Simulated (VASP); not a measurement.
Mg2TiN2:

```
CELL_PARAMETERS angstrom
3.10000 0.00000 0.00000
-1.55000 2.68468 0.00000
0.00000 0.00000 7.87000
ATOMIC_POSITIONS crystal
Mg 0.33333 0.66667 0.32000
Mg 0.66667 0.33333 0.68000
Ti 0.00000 0.00000 0.00000
N 0.66667 0.33333 0.15000
N 0.33333 0.66667 0.85000
```

The cell was built by a generator and needn't be a form met in nature.

```yaml
Program: VASP 6.6.1
Task: relaxation of cell and atoms
Functional: PBE
Potentials_or_basis: VASP PAW PBE potentials, release 64 (Mg, Ti_sv, N)
Cutoff: 520 eV
k_mesh: 5 × 5 × 2
Occupations: gaussian, width 0.15 eV
Spin: no spin polarisation
```

At the start: pressure -7.2 GPa; volume 13.10 Å³/atom.

Question: Where does the relaxation end?

Answer: Over 9 steps the energy falls by 39.4 meV/atom and the volume is 12.36 Å³/atom (-5.6 %); space group P-3m1 (No. 164, to 0.05 Å).

Step by step:
| step | energy change (eV) | largest force (eV/Å) | pressure (GPa) | volume (Å³) |
| --- | --- | --- | --- | --- |
| 1 | 0.0000 | 0.8888 | -7.17 | 65.50 |
| 2 | -0.1575 | 0.6119 | 3.27 | 60.09 |
| 3 | -0.1702 | 0.6861 | 2.58 | 60.98 |
| 4 | -0.1705 | 0.7028 | 1.98 | 61.25 |
| 5 | -0.1951 | 0.1701 | 0.41 | 61.72 |
| 6 | -0.1965 | 0.1131 | 0.21 | 61.64 |
| 7 | -0.1965 | 0.1004 | 0.30 | 61.62 |
| 8 | -0.1965 | 0.1041 | 0.34 | 61.63 |
| 9 | -0.1971 | 0.0400 | 0.01 | 61.82 |

Final structure:
```yaml
crystal:
  lattice:
    - [3.05524, 0.00000, 0.00000]
    - [-1.52762, 2.64591, 0.00000]
    - [0.00000, 0.00000, 7.64787]
  atoms:
    - { symbol: Mg, position: [0.33333, 0.66667, 0.31500] }
    - { symbol: Mg, position: [0.66667, 0.33333, 0.68500] }
    - { symbol: Ti, position: [0.00000, 0.00000, 0.00000] }
    - { symbol: N, position: [0.66667, 0.33333, 0.15769] }
    - { symbol: N, position: [0.33333, 0.66667, 0.84231] }
```

Caveat: the k mesh is coarse (spacing up to 0.47 Å⁻¹), so the values aren't converged; the relaxation stopped at a loose force limit of 0.08 eV/Å, so its end isn't a converged minimum.
